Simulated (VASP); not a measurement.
RuAl (CsCl type) is relaxed at rising pressure, each step from the one before. Symmetry mostly holds the structure type, and other phases were not tried. The mesh follows the cell, and a change of mesh leaves a small step in the series.

Input:

```cif
data_AlRu
_chemical_formula_sum 'Al1 Ru1'
_space_group_name_H-M_alt 'Pm-3m'
_space_group_IT_number 221
_space_group_name_Hall '-P 4 2 3'
_cell_length_a 2.95473
_cell_length_b 2.95473
_cell_length_c 2.95473
_cell_angle_alpha 90.000
_cell_angle_beta 90.000
_cell_angle_gamma 90.000
loop_
_atom_site_label
_atom_site_type_symbol
_atom_site_symmetry_multiplicity
_atom_site_Wyckoff_symbol
_atom_site_fract_x
_atom_site_fract_y
_atom_site_fract_z
_atom_site_occupancy
Al1 Al 1 b 0.50000 0.50000 0.50000 1
Ru1 Ru 1 a 0.00000 0.00000 0.00000 1
```

Calculation: LDA (Ceperley-Alder, Perdew-Zunger), VASP's LDA PAW potentials (set 64) (plane waves; VASP). Numerical set-up: 500 eV cut-off, 12×12×12 Γ-centred mesh, first-order Methfessel-Paxton smearing of 0.10 eV, potentials Al Ru_pv.

```csv
P (GPa),V (Å³/atom),H − H(0) (eV/atom),space group,gap on the mesh (eV),k-mesh
0,12.90,0.000,Pm-3m,0.00,12×12×12
5,12.65,0.399,Pm-3m,0.00,12×12×12
10,12.41,0.790,Pm-3m,0.00,12×12×12
20,12.00,1.554,Pm-3m,0.00,13×13×13
30,?,?,Pm-3m,0.00,13×13×13
45,?,?,Pm-3m,0.00,13×13×13
```

**Question.** What belongs in the gaps?

**Answer.** 
- 30, V (Å³/atom): 11.65
- 30, H − H(0) (eV/atom): 2.292
- 45, V (Å³/atom): 11.21
- 45, H − H(0) (eV/atom): 3.361

Pressures at which the relaxation failed are left out.

The compound is RuAl in the CsCl type structure. The electron count is odd and the run is not spin-polarised, which forces a metal.
